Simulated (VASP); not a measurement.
VASP input:

### INCAR
```
SYSTEM = Li2O
PREC = Accurate
ENCUT = 600
EDIFF = 1E-7
NELM = 100
ALGO = Normal
LREAL = .FALSE.
LASPH = .TRUE.
ISMEAR = 0
SIGMA = 0.05
GGA = PS
LWAVE = .FALSE.
LCHARG = .FALSE.
ISIF = 3
IBRION = 2
NSW = 40
EDIFFG = -0.01
PSTRESS = 300
```

File POSCAR:
```
Li2O
1
    0.0000000000     2.2954004993     2.2954004993
    2.2954004993     0.0000000000     2.2954004993
    2.2954004993     2.2954004993     0.0000000000
Li O
2 1
Direct
  0.2500000000   0.2500000000   0.2500000000
  0.7500000000   0.7500000000   0.7500000000
  1.0000000000   0.0000000000   1.0000000000
```

**KPOINTS**
```
Automatic
0
Gamma
  8 8 8
0 0 0
```

POTCAR, in this order: Li_sv O (PBE.64 set). Program: vasp_std.

Question: Write an equivalent input for Quantum ESPRESSO's pw.x.

Answer: One equivalent input (not run):
```
&CONTROL
  calculation = 'vc-relax'
  pseudo_dir = './pseudo'
  outdir = './out'
  tprnfor = .true.
  tstress = .true.
  nstep = 40
  forc_conv_thr = 0.00039
/
&SYSTEM
  ibrav = 0
  nat = 3
  ntyp = 2
  ecutwfc = 84
  occupations = 'smearing'
  smearing = 'gaussian'
  degauss = 0.003675
  input_dft = 'pbesol'
/
&ELECTRONS
  conv_thr = 7.3e-09
  electron_maxstep = 100
/
&IONS
/
&CELL
  press = 300
/
ATOMIC_SPECIES
  Li 6.940 Li.upf
  O 15.999 O.upf
CELL_PARAMETERS angstrom
     0.0000000    2.2954005    2.2954005
     2.2954005    0.0000000    2.2954005
     2.2954005    2.2954005    0.0000000
ATOMIC_POSITIONS crystal
  Li   0.2500000  0.2500000  0.2500000
  Li   0.7500000  0.7500000  0.7500000
  O    1.0000000  0.0000000  1.0000000
K_POINTS automatic
  8 8 8 0 0 0
```
The two are equivalent in intent, not identical: the potentials are each code's own (VASP's PAW set, PseudoDojo norm-conserving files in pw.x), so ENCUT and ecutwfc are chosen apart and not converted; conv_thr bounds pw.x's estimated SCF error, while EDIFF bounds the energy change between steps; forc_conv_thr acts on force components and is met together with etot_conv_thr.

The compound is Li2O in the antifluorite structure. This run relaxes it under an external pressure of 30 GPa. Symmetry was kept, so distortions that lower it aren't found.
